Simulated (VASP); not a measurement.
Calculation: PBEsol GGA, VASP's PBE PAW potentials (set 64) (plane waves; VASP).

A VASP calculation is set up with these files.

INCAR:
```
ALGO=Normal
EDIFF=1E-6
EDIFFG=-0.02
ENCUT=530
GGA=PS
IBRION=2
ISIF=3
ISMEAR=0
LASPH=.TRUE.
LCHARG=.FALSE.
LREAL=.FALSE.
LWAVE=.FALSE.
NELM=100
NSW=60
PREC=Accurate
SIGMA=0.05
SYSTEM=AlN
```

POSCAR:
```
AlN
1.0
  3.1132802064   0.0000000000   0.0000000000
 -1.5566401032   2.6961797420   0.0000000000
  0.0000000000   0.0000000000   4.9837141637
Al N
2 2
Direct
  0.3333330000   0.6666670000   0.0000243858
  0.6666670000   0.3333330000   0.5000243858
  0.3333330000   0.6666670000   0.3819756142
  0.6666670000   0.3333330000   0.8819756142
```

### KPOINTS
```
Automatic
0
gamma
7 7 4
```

POTCAR, in this order: Al N (PBE.64 set). Program: vasp_std.

Output

**OSZICAR**
```
       N       E                     dE             d eps       ncg     rms          rms(c)
DAV:   1     0.533211449824E+02    0.53321E+02   -0.78106E+03   576   0.122E+03
DAV:   2    -0.312709572982E+02   -0.84592E+02   -0.75797E+02   844   0.227E+02
DAV:   3    -0.357184264320E+02   -0.44475E+01   -0.44151E+01   752   0.564E+01
DAV:   4    -0.357588012808E+02   -0.40375E-01   -0.40356E-01   644   0.616E+00
DAV:   5    -0.357593237931E+02   -0.52251E-03   -0.52249E-03   740   0.721E-01    0.117E+01
DAV:   6    -0.313755805625E+02    0.43837E+01   -0.15406E+01   692   0.299E+01    0.426E+00
DAV:   7    -0.313474573314E+02    0.28123E-01   -0.55878E-01   632   0.599E+00    0.283E+00
DAV:   8    -0.313159075253E+02    0.31550E-01   -0.74770E-02   644   0.286E+00    0.446E-01
DAV:   9    -0.313117500130E+02    0.41575E-02   -0.16380E-02   728   0.957E-01    0.236E-01
DAV:  10    -0.313120391627E+02   -0.28915E-03   -0.11548E-03   652   0.267E-01    0.139E-01
DAV:  11    -0.313119837771E+02    0.55386E-04   -0.13682E-04   688   0.953E-02    0.292E-02
DAV:  12    -0.313119833552E+02    0.42189E-06   -0.26406E-06   620   0.178E-02
   1 F= -.31311983E+02 E0= -.31311983E+02  d E =-.313120E+02
```

### OUTCAR
```
------------------------ aborting loop because EDIFF is reached ----------------------------------------
  FORCE on cell =-STRESS in cart. coord.  units (eV):
  Direction    XX          YY          ZZ          XY          YZ          ZX
  --------------------------------------------------------------------------------------
  Total        0.0022765      0.0022765     -0.0131742      0.0000000      0.0000000      0.0000000
  in kB        0.0871866      0.0871866     -0.5045606      0.0000000      0.0000000      0.0000000
  external PRESSURE =      -0.1100624 kB  Pullay stress =       0.0000000 kB
  volume of cell :       41.83
      direct lattice vectors                 reciprocal lattice vectors
     3.113280206  0.000000000  0.000000000     0.321204625  0.185447577  0.000000000
    -1.556640103  2.696179742  0.000000000     0.000000000  0.370895154  0.000000000
     0.000000000  0.000000000  4.983714164     0.000000000  0.000000000  0.200653562
  FREE ENERGIE OF THE ION-ELECTRON SYSTEM (eV)
  ---------------------------------------------------
  free  energy   TOTEN  =       -31.3119833552 eV

  energy  without entropy=      -31.3119833552  energy(sigma->0) =      -31.31198336

 reached required accuracy - stopping structural energy minimisation
```
(Selected blocks of OUTCAR.)

The compound is AlN in the wurtzite structure. It was relaxed first. The start is the result of an earlier pass.
